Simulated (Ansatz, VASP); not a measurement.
# Sn2Os: VASP beside Ansatz, part 2 of 2

Wanted: the spread between two codes on one cell, functional and k mesh. The cell is generated by rule, not measured, and may not be a known phase. The cell is taken from a series of runs on this material, whose earlier steps may have relaxed, scaled, displaced or heated it; both programs get it as it stands.

VASP 6.6.1 and Ansatz 0.2.0.

So far: The structure; VASP: zone-centre phonons, PBEsol.

The structure was built from a prototype and need not be the compound's stable phase.

### 3. Ansatz: zone-centre phonons, PBEsol

Level of this step: Ansatz beside VASP: Kohn-Sham DFT, plane waves, PBEsol (Ansatz).

Ansatz runs on its default PAW (the set named soft_2) files.

The same cell, functional, mesh and smearing now go to Ansatz, which takes its cutoff from its data sets.

Input file input.yaml:

```yaml
crystal:
  lattice:
    - [3.1722495686, 0.0, 0.0]
    - [0.0, 3.1722495686, 0.0]
    - [0.0, 0.0, 6.1428147397]
  atoms:
    - { symbol: Os, position: [0.0, 0.0, 0.0] }
    - { symbol: Sn, position: [0.5, 0.5, 0.2675124665] }
    - { symbol: Sn, position: [0.5, 0.5, 0.7324875335] }
kpoints:
  mp_grid: { grid: [12, 12, 6] }
hamiltonian:
  xc: pbesol
scf:
  occupations: { method: methfessel_paxton, width: 0.15 }
output:
  eigenvalues: true
phonons:
  method: dfpt
```

On the command line:

```
> ansatz run input.yaml --threads 8 --pin off --max-ram 14336MiB --backend cpu --events-out ev --progress --plain --runs-dir out
```

Numbers of over 12 decimals in the logs are rounded to 6 here.

The program printed:

```text
zone centre: on kpoints.mp_grid the ground state, and the responses unless they are solved on pairs of k-points, stand on 196 of the mesh's 864 k-points, reduced under 4 symmetry operations, with k and −k counted as one. Each operation leaves every solved displacement unchanged or reverses it
Engine: ansatz 0.2.0, aarch64-unknown-linux-gnu
Pseudopotentials: kind: paw
Pseudopotential: Os, paw, valence charge 16, recommended cutoff 420 eV (normal), Os.paw.azcp
Pseudopotential: Sn, paw, valence charge 14, recommended cutoff 420 eV (normal), Sn.paw.azcp
Functional definition: PBEsol
  exchange = pbesol_x
  correlation = pbesol_c
Crystal: 3 atoms, lattice volume = 61.816 Å³
Basis set: ecut = 420 eV, 1221 PW (Γ), exchange–correlation on 48×48×90 points (8 copies of the dense FFT grid, shifted against one another)
Bands: 27, of which v1, the nominal top of the filled ones, is band 22 counted from 1 (21 counted from 0)
Symmetry: 16 space group operations
k-points: 196 of 864 (irreducible under 4 space group operations, time reversal used)
Non-local potential: Os, projectors of the file, l = 0: 3, l = 1: 2, l = 2: 2, l = 3: 1
Non-local potential: Sn, projectors of the file, l = 0: 2, l = 1: 2, l = 2: 2, l = 3: 2
PAW form: soft (Blöchl's): semilocal exchange-correlation on the pseudo side does not see the compensation charge
PAW frozen core: Os, regenerated for the run's functional, and the local potential with it (the file was generated under x = pbe(κ = 0.804, μ = 0.219515), c = pbe(β = 0.066725))
PAW frozen core: Sn, regenerated for the run's functional, and the local potential with it (the file was generated under x = pbe(κ = 0.804, μ = 0.219515), c = pbe(β = 0.066725))
PAW one-centre angular grid: Os, 590 points (default); XC on 64 Gauss nodes
PAW one-centre angular grid: Sn, 590 points (default); XC on 64 Gauss nodes
Initial density: superposition of atomic densities (neutral atoms: chi_scale 0, normalization atom), corrected by the library's trained network
Initial wavefunctions: pseudopotential atomic-orbital guess
Functional: x = pbesol(κ = 0.804, μ = 0.123457), c = pbesol(β = 0.046)
SCF iter   1: F=—  HF=-23149.986741 eV  |F-HF|=—  |Δ(HF+E_count)|=         —  Δρ=5.83e-3  dr2=1.90e-2  ethr=1.77e-3  ⟨swp⟩=5.6  Hψ=22352  notcnv=0
preconditioner: auto → LDOS  [metal: Δε(μ)=0.038 eV  Ē_g=17.073 eV  σ=0.150 eV  W_gap=0.21  n_scr=16 (ndim 8)  ℏωp=28.3 eV  f_vac=0.011  D(μ)=0.60/eV (n_scr^D=2)  β→1.0]
SCF iter   2: F=—  HF=-23149.984854 eV  |F-HF|=—  |Δ(HF+E_count)|=   1.89e-3  S|Δr|=    0.00e0  Δρ=2.32e-3  dr2=7.29e-3  ethr=4.31e-5  ⟨swp⟩=2.0  Hψ=10167  notcnv=0
preconditioner: auto → Kerker (q_TF=auto, 2.578 Å⁻¹)  [metal: Δε(μ)=0.069 eV  Ē_g=17.112 eV  σ=0.150 eV  W_gap=0.37  n_scr=16 (ndim 8)  ℏωp=28.3 eV  f_vac=0.007  D(μ)=0.72/eV (n_scr^D=2)  β→0.5]
SCF iter   3: F=—  HF=-23149.983240 eV  |F-HF|=—  |Δ(HF+E_count)|=   1.61e-3  S|Δr|=    0.00e0  Δρ=8.11e-4  dr2=2.06e-4  ethr=1.66e-5  ⟨swp⟩=3.0  Hψ=8932  notcnv=0
SCF iter   4: F=—  HF=-23149.983238 eV  |F-HF|=—  |Δ(HF+E_count)|=   1.72e-6  S|Δr|=    0.00e0  Δρ=1.52e-4  dr2=2.54e-5  ethr=4.67e-7  ⟨swp⟩=1.7  Hψ=5818  notcnv=0
SCF iter   5: F=—  HF=-23149.983235 eV  |F-HF|=—  |Δ(HF+E_count)|=   2.81e-6  S|Δr|=    0.00e0  Δρ=5.22e-5  dr2=2.06e-6  ethr=5.77e-8  ⟨swp⟩=2.4  Hψ=7360  notcnv=0
SCF iter   6: F=—  HF=-23149.983237 eV  |F-HF|=—  |Δ(HF+E_count)|=   1.67e-6  S|Δr|=    0.00e0  Δρ=1.51e-5  dr2=1.85e-7  ethr=4.69e-9  ⟨swp⟩=2.0  Hψ=8639  notcnv=0
SCF iter   7: F=—  HF=-23149.983237 eV  |F-HF|=—  |Δ(HF+E_count)|=   6.48e-8  S|Δr|=    0.00e0  Δρ=3.99e-6  dr2=1.68e-8  ethr=4.21e-10  ⟨swp⟩=2.1  Hψ=6941  notcnv=0
SCF iter   8: F=—  HF=-23149.983237 eV  |F-HF|=—  |Δ(HF+E_count)|=  7.49e-10  S|Δr|=    0.00e0  Δρ=8.59e-7  dr2=1.18e-9  ethr=3.81e-11  ⟨swp⟩=2.2  Hψ=7143  notcnv=0
SCF iter   9: F=—  HF=-23149.983237 eV  |F-HF|=—  |Δ(HF+E_count)|=  2.55e-10  S|Δr|=    0.00e0  Δρ=2.80e-7  dr2=9.11e-11  ethr=2.69e-12  ⟨swp⟩=2.0  Hψ=8471  notcnv=0
SCF iter  10: F=—  HF=-23149.983237 eV  |F-HF|=—  |Δ(HF+E_count)|=  2.18e-11  S|Δr|=    0.00e0  Δρ=1.15e-7  dr2=1.61e-11  ethr=1.00e-12  ⟨swp⟩=7.0  Hψ=24536  notcnv=0
SCF iter  11: F=-23149.983237 eV  HF=-23149.983237 eV  |F-HF|=7.28e-12  |Δ(HF+E_count)|=  1.09e-11  S|Δr|=    0.00e0  Δρ=2.49e-8  dr2=4.46e-13  ethr=1.00e-12  ⟨swp⟩=5.5  Hψ=20111  notcnv=0
SCF 1 converged in 11 iterations: F = -23149.983237 eV  dr2 = 4.46e-13
  greatest PAW one-centre occupation: 1.000 electrons in one spin orbital (limit 2), on the Os atom at site 0 (counted from 0), in its partial waves of l = 0
DFPT response loops at Γ: preconditioner auto → Kerker (q_TF=auto, 2.578 Å⁻¹) (partly filled bands, converged f_vac=0.006); β = 1.00, the filter's whole step (`scf.mixing.beta` (0.50) is not read by the response loops under this deck's `scf.mixing.preconditioner`; to damp them name `kerker` or `kerker_dos`, under which they read `scf.mixing.beta`, and type it under 1.00, their step now; both keys bind the ground state too); Broyden in place of MSR1
SCF converged after 11 iterations
Stability not checked: this state was not tested for a lower state beside it, because cold or Methfessel-Paxton smearing, or corrected tetrahedra, fill the levels in a way that the test cannot read (fill_not_monotonic; see scf.lower_state_search)
Free energy (F): -23149.983237 eV
Harris-Foulkes:  -23149.983237 eV  (|F-HF|=7.28e-12)
Internal energy: -23149.985301 eV  (E = F + TS)
E sigma→0 (E₀):  -23149.983753 eV
Entropy (-TS):   0.002064 eV (0.688 meV/atom)
Fermi energy:    15.777669 eV
--- Per-component energies (eV) ---
  E_band       = -258.447509
  E_kinetic    = 945.185334
  E_local      = -3049.953284  (includes V_loc(G=0)·N_el)
  E_nonlocal   = -58.755884
  E_hartree    = 1657.328783
  E_xc         = -1024.442016
  E_vxc        = -479.004002  (∫ρ·V_xc dr)
  E_paw        = -17015.903876  (= ΣΔE_a)
  E_vpaw       = -930.577184  (= ΣTr[D̂ρ^β])
  E_aug_tail   = -0.000069  (compensation charges beyond the density's cutoff)
  E_ewald      = -4604.261902
  E_core_change = 0.817613  (= ΣΔE_core)
  E_smearing   = 0.002064  (= −TS)
  E_closure    = 0.000000  (closes the sum)
  Σ components = -23149.983237   (vs F -23149.983237, Δ=0.00e0)
--- Band table (eV; the first three rows and the last of 196) ---
  k-point 0: bands = [... 18 lower, 13.8432, 13.8432, 14.0368, 15.0330, 18.8428, 18.8428, 19.9413, 23.8980, ... 1 higher]
  k-point 1: bands = [... 18 lower, 13.8232, 13.8232, 14.0059, 15.0331, 19.0284, 19.0284, 19.1403, 23.4267, ... 1 higher]
  k-point 2: bands = [... 18 lower, 13.7844, 13.7844, 13.8816, 15.0332, 17.8053, 19.5068, 19.5068, 22.3131, ... 1 higher]
  k-point 195: bands = [... 18 lower, 13.0361, 13.0361, 13.7910, 16.3113, 16.8925, 16.8925, 16.9091, 17.9112, ... 1 higher]
--- Phonons (Γ-DFPT): 4 representative perturbations + reference, on 196 of 864 k-points (Σ response iterations 12) ---
  k mesh reduced under 4 symmetry operations, with k and −k counted as one. Each operation leaves every solved displacement unchanged or reverses it
  ASR residual: 1.694e-5 → 0.000e0 eV/Å²; symmetrization residual: 2.973e-5 eV/Å²
  ASR residual per site (eV/Å²): 4.49e-6 1.69e-5 1.69e-5
  Γ frequencies (cm⁻¹): 0.00 0.00 0.00 87.50 87.50 115.87 115.87 156.16 224.07
  non-analytic LO–TO correction: not included (Born effective charges unavailable; polar crystals: no LO–TO splitting at Γ)
```

### 4. Differences

Known differences besides the potentials themselves: the data sets hold 44 valence electrons in Ansatz (on its default PAW (the set named soft_2) files) and 36 in VASP; the cutoff is 420 eV in Ansatz and 600 eV in VASP; Ansatz makes its cores anew for this functional, VASP keeps those of its PBE data sets. Total energies have different zeros and are not compared.

Both answers:

| quantity | Ansatz | VASP | difference |
| --- | --- | --- | --- |
| optical mode 1 to 2 (cm⁻¹) | 87.5 | 88.3 | -0.88 % |
| optical mode 3 to 4 (cm⁻¹) | 115.9 | 116.7 | -0.73 % |
| optical mode 5 (cm⁻¹) | 156.2 | 156.7 | -0.35 % |
| optical mode 6 (cm⁻¹) | 224.1 | 224.9 | -0.38 % |

Modes are paired by rising frequency, not by their patterns, so a pair may set unlike modes beside each other; they are those without the splitting of longitudinal modes.

### 5. Summary of results

```yaml
r_m_s_difference_of_the_optical_zone_centre_modes_each_program_s_sorted_by_frequency_zone_centre_phonons_pbesol: 0.78 cm⁻¹
difference_in_optical_mode_1_to_2_zone_centre_phonons_pbesol: -0.9 %
```

What this shows: The r.m.s. difference of the optical zone-centre modes, each program's sorted by frequency is 0.78 cm⁻¹ (zone-centre phonons, PBEsol). The data sets hold unlike numbers of valence electrons (44 in Ansatz and 36 in VASP), so part of the differences comes from the potentials. Among the rows given in per cent, the largest difference of the zone-centre phonons, PBEsol pair is in optical mode 1 to 2, -0.9 %. How closely two codes agree says nothing of how well the functional describes the real material.

[Lines on the potential files, build, host, timing and source positions are cut from VASP's logs without a mark.]

[Logs are printed without paths, hosts, clocks, repeated set-up lines and the standing remarks that a program may print on its own settings, such as how far it seeks lower states.]

[Hosts, paths, dates, database ids (printed as entryN), source tags and the programs' standing remarks are cut or masked in the printed files.]
